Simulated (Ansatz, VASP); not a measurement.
# Ni16HO (OH/Ni(100)) in two plane-wave programs

Aim: how closely do two programs agree when they are given the same cell, functional and k mesh? Of the first pair: The structure shown is the start of the Ansatz relaxation below; VASP solves that cell, so the two are compared at the walk's first step.

Program: Ansatz 0.2.0. Level of theory: plane waves, with VASP 6.6.1 beside it; PBEsol. Results are calculated unless marked as measured.

## 1. Starting point

The cell holds 18 atoms: 16 Ni, 1 O and 1 H. Cell: a = 4.978 Å, b = 4.978 Å, c = 25.990 Å, α = 90.0°, β = 90.0°, γ = 90.0°. Vacuum lies along c.

## 2. Ansatz: relaxation, PBEsol

Ansatz runs on its default PAW (the set named soft_2) files.

The two programs are compared at the cell with which this relaxation starts, whose forces are those of its first step.

input.yaml

```yaml
crystal:
  lattice:
    - [4.9780317396, 0.0, 0.0]
    - [0.0, 4.9780317396, 0.0]
    - [0.0, 0.0, 25.9899952269]
  atoms:
    - { symbol: Ni, position: [0.25, 0.25, 0.3462870971], spin: 0.76 }
    - { symbol: Ni, position: [0.0, 0.0, 0.4140054627], spin: 0.68 }
    - { symbol: Ni, position: [0.25, 0.25, 0.4800454422], spin: 0.69 }
    - { symbol: Ni, position: [0.0, 0.0, 0.5429010319], spin: 0.75 }
    - { symbol: Ni, position: [0.25, 0.75, 0.3462870971], spin: 0.76 }
    - { symbol: Ni, position: [0.0, 0.5, 0.4140054627], spin: 0.68 }
    - { symbol: Ni, position: [0.25, 0.75, 0.4800454422], spin: 0.69 }
    - { symbol: Ni, position: [0.0, 0.5, 0.5429010319], spin: 0.75 }
    - { symbol: Ni, position: [0.75, 0.25, 0.3462870971], spin: 0.76 }
    - { symbol: Ni, position: [0.5, 0.0, 0.4140054627], spin: 0.68 }
    - { symbol: Ni, position: [0.75, 0.25, 0.4800454422], spin: 0.69 }
    - { symbol: Ni, position: [0.5, 0.0, 0.5429010319], spin: 0.75 }
    - { symbol: Ni, position: [0.75, 0.75, 0.3462870971], spin: 0.76 }
    - { symbol: Ni, position: [0.5, 0.5, 0.4140054627], spin: 0.68 }
    - { symbol: Ni, position: [0.75, 0.75, 0.4800454422], spin: 0.69 }
    - { symbol: Ni, position: [0.5, 0.5, 0.5429010319], spin: 0.75 }
    - { symbol: O, position: [0.0, 0.0, 0.6160060857] }
    - { symbol: H, position: [0.0, 0.0, 0.6537129029] }
magnetization:
  spin_polarized: true
kpoints:
  mp_grid: { grid: [6, 6, 1] }
hamiltonian:
  xc: pbesol
scf:
  occupations: { method: fermi_dirac, width: 0.1 }
  convergence: { dr2_threshold: 1.0e-08 }
efield:
  axis: 3
  dipole_correction: true
  ramp_position: 0.97
  ramp_width: 0.06
relax:
  f_tol: 0.02
  max_steps: 60
  constraints: [{ sites: [0, 1, 4, 5, 8, 9, 12, 13] }]
output:
  bader: true
  dos: { projected: true, e_range: [-8, 4] }
  write_potential: true
  write_density: true
  volumetric_format: npy
  elf: true
```

Launch:

```console
$ ansatz run input.yaml --threads 4 --pin off --max-ram 12288MiB --backend cpu --events-out ev --progress --plain --runs-dir out
```

Numbers of over 12 decimals in the logs are rounded to 6 here.

Output:

```text
Engine: ansatz 0.2.0, aarch64-unknown-linux-gnu
Pseudopotentials: kind: paw
Pseudopotential: Ni, paw, valence charge 18, recommended cutoff 420 eV (normal), Ni.paw.azcp
Pseudopotential: O, paw, valence charge 6, recommended cutoff 420 eV (normal), O.paw.azcp
Pseudopotential: H, paw, valence charge 1, recommended cutoff 420 eV (normal), H.paw.azcp
Functional definition: PBEsol
  exchange = pbesol_x
  correlation = pbesol_c
Crystal: 18 atoms, lattice volume = 644.053 Å³
Basis set: ecut = 420 eV, 12619 PW (Γ), exchange–correlation on 72×72×360 points (8 copies of the dense FFT grid, shifted against one another)
Bands: 184, of which v1, the nominal top of the filled ones, is band 148 counted from 1 (147 counted from 0)
Symmetry: 8 space group operations
k-points: 10 of 36
Non-local potential: Ni, projectors of the file, l = 0: 3, l = 1: 2, l = 2: 3, l = 3: 1
Non-local potential: O, projectors of the file, l = 0: 2, l = 1: 2, l = 2: 1
Non-local potential: H, projectors of the file, l = 0: 2, l = 1: 1
PAW form: soft (Blöchl's): semilocal exchange-correlation on the pseudo side does not see the compensation charge
PAW frozen core: Ni, regenerated for the run's functional, and the local potential with it (the file was generated under x = pbe(κ = 0.804, μ = 0.219515), c = pbe(β = 0.066725))
PAW frozen core: O, regenerated for the run's functional, and the local potential with it (the file was generated under x = pbe(κ = 0.804, μ = 0.219515), c = pbe(β = 0.066725))
PAW one-centre angular grid: Ni, 590 points (default); XC on 64 Gauss nodes
PAW one-centre angular grid: O, 110 points (default); XC on 64 Gauss nodes
PAW one-centre angular grid: H, 110 points (default); XC on 64 Gauss nodes
Initial density: superposition of atomic densities (neutral atoms: chi_scale 0, normalization atom)
Starting moments: Σ|m| = 11.52 μB on 16 of 18 sites
Initial wavefunctions: pseudopotential atomic-orbital guess
Functional: x = pbesol(κ = 0.804, μ = 0.123457), c = pbesol(β = 0.046)
SCF iter   1: F=—  HF=-93435.051088 eV  |F-HF|=—  |Δ(HF+E_count)|=         —  Δρ=3.38e-2 (↑1.96e-2 ↓3.38e-2)  dr2=2.15e1  dr2_m=1.08e0  M=12.427 μB ∫|m|=12.895 μB  β_m=1.00  ethr=3.10e-3  p=-0.000 e·Å  D=-9.24e-7 V/Å  ΔV_dip=0.00 eV  dr2_dipole=5.08e-1  V_vac-E_F(+/−)=7.24/7.24 eV  ⟨swp⟩=11.4  Hψ=19849  notcnv=0  defer=204
Mixer restart at iter 1: flushing history
efield: sawtooth ramp at fractional position 0.9700 (set: `efield.ramp_position`, or a place that a band, a saddle search or an elastic batch's reference lends), width 0.0600; the density the first Hamiltonian is built on has a dipole p = -0.000 e·Å; the dipole correction subtracts the counter field D = -9.24e-7 V/Å, which shifts the + side's vacuum level by +0.00 eV against the − side's; the planar-averaged density in the ramp window peaks in size at 1.7e-5 e/Å³
preconditioner: auto → LDOS  [metal: Δε(μ)=0.004 eV  Ē_g=7.408 eV  σ=0.100 eV  W_gap=0.01  n_scr=138 (ndim 8)  ℏωp=18.9 eV  f_vac=0.648  D(μ)=32.72/eV (n_scr^D=324)]
spin=Collinear: LDOS preconditioning applied to the charge; magnetization (m = ρ↑ − ρ↓) channel mixes plain (no charge-response kernel on spin).
SCF iter   2: F=—  HF=-93434.477108 eV  |F-HF|=—  |Δ(HF+E_count)|=   5.74e-1  Δρ=1.45e-2 (↑1.45e-2 ↓1.24e-2)  dr2=4.84e0  dr2_m=2.49e-2  M=12.278 μB ∫|m|=13.214 μB  β_m=0.32  ethr=3.10e-3  p=0.076 e·Å  D=2.14e-2 V/Å  ΔV_dip=-0.56 eV  dr2_dipole=2.48e-1  V_vac-E_F(+/−)=5.76/6.32 eV  ⟨swp⟩=3.0  Hψ=6430  notcnv=0  defer=325
density mixer auto → msr1: a metal under ldos (density of states about μ 3.72 of a free-electron gas's, 138 screened modes)
SCF iter   3: F=—  HF=-93440.227324 eV  |F-HF|=—  |Δ(HF+E_count)|=    5.75e0  Δρ=6.69e-3 (↑6.69e-3 ↓6.57e-3)  dr2=1.50e0  dr2_m=2.32e-2  M=12.285 μB ∫|m|=13.327 μB  β_m=0.44  ethr=1.64e-3  p=0.113 e·Å  D=3.17e-2 V/Å  ΔV_dip=-0.82 eV  dr2_dipole=1.25e-1  V_vac-E_F(+/−)=5.02/5.84 eV  ⟨swp⟩=2.7  Hψ=6163  notcnv=0  defer=349
SCF iter   4: F=—  HF=-93445.557623 eV  |F-HF|=—  |Δ(HF+E_count)|=    5.33e0  Δρ=5.00e-3 (↑3.63e-3 ↓5.00e-3)  dr2=4.17e-1  dr2_m=1.54e-2  M=12.066 μB ∫|m|=13.324 μB  β_m=0.72  ethr=5.10e-4  p=0.132 e·Å  D=3.70e-2 V/Å  ΔV_dip=-0.96 eV  dr2_dipole=2.30e-2  V_vac-E_F(+/−)=4.38/5.34 eV  ⟨swp⟩=2.7  Hψ=5849  notcnv=0  defer=355
SCF iter   5: F=—  HF=-93447.284008 eV  |F-HF|=—  |Δ(HF+E_count)|=    1.73e0  Δρ=4.23e-3 (↑2.77e-3 ↓4.23e-3)  dr2=1.71e-1  dr2_m=1.23e-2  M=11.716 μB ∫|m|=13.073 μB  β_m=0.69  ethr=1.41e-4  p=0.080 e·Å  D=2.24e-2 V/Å  ΔV_dip=-0.58 eV  dr2_dipole=2.40e-3  V_vac-E_F(+/−)=4.48/5.06 eV  ⟨swp⟩=2.1  Hψ=6476  notcnv=0  defer=355
[...]
k-point 1 ↑: bands = [... 144 lower, 1.1146, 1.1234, 1.1563, 1.1850, 1.2253, 1.2802, 1.3062, 1.4152, ... 32 higher]
  k-point 2 ↑: bands = [... 144 lower, 1.0787, 1.0912, 1.0973, 1.1181, 1.1727, 1.1874, 1.2275, 1.2322, ... 32 higher]
  k-point 9 ↓: bands = [... 144 lower, 1.5498, 1.6415, 1.6415, 1.7334, 2.0014, 2.0014, 2.0386, 2.0584, ... 32 higher]
--- Relaxed structure (5 steps of the walk, 5 accepted, 0 SCFs on fresh bases) ---
  F+E_penalty+E_count = -93447.45109733 eV   max|allowed force component| = 1.076e-2 eV/Å
  atoms:
    - { symbol: Ni, position: [0.25, 0.25, 0.346287] }
    - { symbol: Ni, position: [0.0, 0.0, 0.4140054627] }
    - { symbol: Ni, position: [0.247738, 0.247738, 0.479862] }
    - { symbol: Ni, position: [0.0, 0.0, 0.546649] }
    - { symbol: Ni, position: [0.25, 0.750000, 0.346287] }
    - { symbol: Ni, position: [0.0, 0.5, 0.4140054627] }
    - { symbol: Ni, position: [0.247738, 0.752262, 0.479862] }
    - { symbol: Ni, position: [0, 0.5, 0.542717] }
    - { symbol: Ni, position: [0.750000, 0.25, 0.346287] }
    - { symbol: Ni, position: [0.5, 0.0, 0.4140054627] }
    - { symbol: Ni, position: [0.752262, 0.247738, 0.479862] }
    - { symbol: Ni, position: [0.5, 0.0, 0.542717] }
    - { symbol: Ni, position: [0.750000, 0.750000, 0.346287] }
    - { symbol: Ni, position: [0.5, 0.5, 0.4140054627] }
    - { symbol: Ni, position: [0.752262, 0.752262, 0.479862] }
    - { symbol: Ni, position: [0.5, 0.5, 0.541270] }
    - { symbol: O, position: [0, 0.0, 0.614222] }
    - { symbol: H, position: [0, 0.0, 0.651321] }
--- Bader charges: 18 sites ---
  site symbol  charge [e]  shift [e]    m [muB]
     0     Ni     -0.0151     0.0001     0.7231
     1     Ni      0.0112     0.0000     0.6347
     2     Ni      0.0126     0.0000     0.6659
     3     Ni      0.3144     0.0041     0.7976
     4     Ni     -0.0151     0.0001     0.7231
     5     Ni      0.0135     0.0000     0.6468
     6     Ni      0.0126     0.0000     0.6659
     7     Ni      0.0962     0.0001     0.7265
     8     Ni     -0.0151     0.0001     0.7231
     9     Ni      0.0135     0.0000     0.6468
    10     Ni      0.0126     0.0000     0.6659
    11     Ni      0.0962     0.0001     0.7265
    12     Ni     -0.0151     0.0001     0.7231
    13     Ni      0.0147     0.0001     0.6421
    14     Ni      0.0126     0.0000     0.6659
    15     Ni     -0.0129     0.0000     0.7060
    16      O     -1.1359     0.0013     0.1346
    17      H      0.5988     0.0026     0.0081
  estimated error of the sums over rays = 5.4e-4 e
```

[end of part 1 of 3]

[Lines on the potential files, build, host, timing and source positions are cut from VASP's logs without a mark.]

[Logs are printed without paths, hosts, clocks, repeated set-up lines and the standing remarks that a program may print on its own settings, such as how far it seeks lower states.]

[Hosts, paths, dates, database ids (printed as entryN), source tags and the programs' standing remarks are cut or masked in the printed files.]
